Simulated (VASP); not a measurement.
Output of a VASP run:

File OSZICAR:
```
       N       E                     dE             d eps       ncg     rms          rms(c)
DAV:   1     0.197760023457E+03    0.19776E+03   -0.11612E+04  2596   0.968E+02
DAV:   2    -0.165021448342E+02   -0.21426E+03   -0.20760E+03  2872   0.318E+02
DAV:   3    -0.360737928620E+02   -0.19572E+02   -0.18908E+02  3458   0.825E+01
DAV:   4    -0.367355094185E+02   -0.66172E+00   -0.65894E+00  3804   0.182E+01
DAV:   5    -0.367597218185E+02   -0.24212E-01   -0.24196E-01  3826   0.260E+00    0.209E+01
DAV:   6    -0.354352335974E+02    0.13245E+01   -0.95426E+00  4016   0.265E+01    0.794E+00
DAV:   7    -0.351849076972E+02    0.25033E+00   -0.18467E+00  3710   0.120E+01    0.488E+00
DAV:   8    -0.351067929305E+02    0.78115E-01   -0.19330E-01  3572   0.397E+00    0.905E-01
DAV:   9    -0.351034442711E+02    0.33487E-02   -0.36289E-02  3700   0.139E+00    0.323E-01
DAV:  10    -0.351032856571E+02    0.15861E-03   -0.40086E-03  3458   0.475E-01    0.111E-01
DAV:  11    -0.351033167114E+02   -0.31054E-04   -0.31800E-04  3482   0.149E-01    0.344E-02
DAV:  12    -0.351033297573E+02   -0.13046E-04   -0.48482E-05  3018   0.475E-02    0.121E-02
DAV:  13    -0.351033312534E+02   -0.14960E-05   -0.71983E-06  3436   0.154E-02    0.305E-03
DAV:  14    -0.351033313296E+02   -0.76224E-07   -0.45373E-07  1736   0.476E-03
   1 F= -.35103331E+02 E0= -.35079498E+02  d E =-.476664E-01
```

### OUTCAR
```
------------------------ aborting loop because EDIFF is reached ----------------------------------------
  FORCE on cell =-STRESS in cart. coord.  units (eV):
  Direction    XX          YY          ZZ          XY          YZ          ZX
  --------------------------------------------------------------------------------------
  Total       -7.5388104     -7.5388104     -4.9880894      0.0000000      0.0000000      0.0000000
  in kB     -105.2373788   -105.2373788    -69.6308075      0.0000000      0.0000000      0.0000000
  external PRESSURE =     -93.3685217 kB  Pullay stress =       0.0000000 kB
  volume of cell :      114.77
      direct lattice vectors                 reciprocal lattice vectors
    -2.020106000  2.020106000  7.031291000     0.000000000  0.247511764  0.071110696
     2.020106000 -2.020106000  7.031291000     0.247511764  0.000000000  0.071110696
     2.020106000  2.020106000 -7.031291000     0.247511764  0.247511764  0.000000000
 POSITION                                       TOTAL-FORCE (eV/Angst)
 -----------------------------------------------------------------------------------
      0.00000      0.00000      0.00000         0.000000      0.000000     -0.000000
      0.00000      0.00000      4.81840        -0.000000     -0.000000     -1.081773
      0.00000      0.00000      9.24418         0.000000      0.000000      1.081773
      0.00000      2.02011      3.51565         0.000000      0.000000     -0.000000
      2.02011      0.00000      3.51565         0.000000      0.000000     -0.000000
 -----------------------------------------------------------------------------------
    total drift:                                0.000000     -0.000000      0.000000
  FREE ENERGIE OF THE ION-ELECTRON SYSTEM (eV)
  ---------------------------------------------------
  free  energy   TOTEN  =       -35.1033313296 eV

  energy  without entropy=      -35.0556649415  energy(sigma->0) =      -35.07949814
```
(Selected blocks of OUTCAR.)

**POSCAR**
```
Rb(PIr)2
1
   -2.0201060000     2.0201060000     7.0312910000
    2.0201060000    -2.0201060000     7.0312910000
    2.0201060000     2.0201060000    -7.0312910000
Rb P Ir
1 2 2
Direct
  0.0000000000   0.0000000000   0.0000000000
  0.3426400000   0.3426400000   0.0000000000
  0.6573600000   0.6573600000   0.0000000000
  0.7500000000   0.2500000000   0.5000000000
  0.2500000000   0.7500000000   0.5000000000
```

Write an INCAR and KPOINTS that could have produced this output.

This is not unique; one that fits is the input of the run itself, PBEsol GGA, plane waves, VASP's PBE PAW potentials (set 64).

### INCAR
```
SYSTEM = Rb(PIr)2
PREC = Accurate; ENCUT = 300; LREAL = F
LASPH = T
EDIFF = 1E-6; NELM = 100; ALGO = Normal
LMAXMIX = 6
ISMEAR = -1; SIGMA = 0.1
GGA = PS
ISIF = 2
LWAVE = F; LCHARG = F
```

File KPOINTS:
```
Automatic mesh
0
Gamma
8 8 8
0 0 0
```

POTCAR, in this order: Rb_sv P Ir (PBE.64 set). Program: vasp_std.

At this cut-off the stress carries a Pulay error, which pulls relaxed volumes low.

The structure comes from a computed database's Ir2RbP2 entry; how it stands against other phases isn't given here. The cell was not relaxed at this level. The electron count is odd and the run is not spin-polarised, which forces a metal.
